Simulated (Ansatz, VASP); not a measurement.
## As2Se: VASP beside Ansatz

File INCAR:

```
PREC     = Accurate       # precision mode
ENCUT    = 520            # plane-wave cutoff, eV
EDIFF    = 1E-6           # SCF threshold, eV
ISMEAR   = 0              # smearing method
SIGMA    = 0.1            # smearing width, eV
LREAL    = F              # projectors in reciprocal space
LASPH    = T              # aspherical terms in the spheres
NELM     = 100            # most SCF steps
ALGO     = Normal         # electronic algorithm
ISIF     = 2              # what is computed and relaxed
LWAVE    = F              # write WAVECAR
LCHARG   = F              # write CHGCAR
GGA      = PS             # functional
NBANDS   = 25             # bands
```

The input KPOINTS:

```
regular mesh
0
Gamma
  10 10 10
```

File POSCAR:

```
As2Se
1.0
   -3.5294180000      3.5294180000      2.6535710000
    3.5294180000     -3.5294180000      2.6535710000
    3.5294180000      3.5294180000     -2.6535710000
As Se
4 2
Direct
    0.8750000000      0.1250000000      0.7500000000
    0.3750000000      0.1250000000      0.2500000000
    0.8750000000      0.6250000000      0.7500000000
    0.8750000000      0.1250000000      0.2500000000
    0.5000000000      0.5000000000      0.0000000000
    0.2500000000      0.7500000000      0.5000000000
```

Input for Ansatz:

```yaml
crystal:
  lattice:
    - [-3.529418, 3.529418, 2.653571]
    - [3.529418, -3.529418, 2.653571]
    - [3.529418, 3.529418, -2.653571]
  atoms:
    - { symbol: As, position: [0.875, 0.125, 0.75] }
    - { symbol: As, position: [0.375, 0.125, 0.25] }
    - { symbol: As, position: [0.875, 0.625, 0.75] }
    - { symbol: As, position: [0.875, 0.125, 0.25] }
    - { symbol: Se, position: [0.5, 0.5, 0.0] }
    - { symbol: Se, position: [0.25, 0.75, 0.5] }
basis:
  ecutwfc: 420
kpoints:
  mp_grid: { grid: [10, 10, 10] }
hamiltonian:
  xc: pbesol
scf:
  occupations: { method: gaussian, width: 0.1 }
output:
  forces: true
  stress: true
  eigenvalues: true
```

Alike in both runs: task single point; functional PBEsol; k mesh 10 × 10 × 10; occupations gaussian, width 0.1 eV; no spin polarisation.

```csv
,VASP,Ansatz
version,VASP 6.6.1,Ansatz 0.2.0
potentials or method,"VASP PAW PBE potentials, release 64 (As, Se)","scalar-relativistic, plane waves, PAW"
plane-wave cutoff (eV),520,420
valence electrons in the cell,32,92
```

Ansatz gave:

* gap on the k mesh at the Fermi level (eV): none
* pressure (GPa): -3.4
* largest component of the traceless stress (GPa): 0.49

Question: What did VASP give for the same quantities?

Answer: gap on the k mesh at the Fermi level (eV): none; pressure (GPa): -3.2; largest component of the traceless stress (GPa): 0.45.

A gap of «none» marks a metal or a gap that the smearing closes. The two sets of potentials don't hold the same shells in valence.

Caveats: the PAW data sets were made with another functional, which shifts forces and pressure a little (VASP).
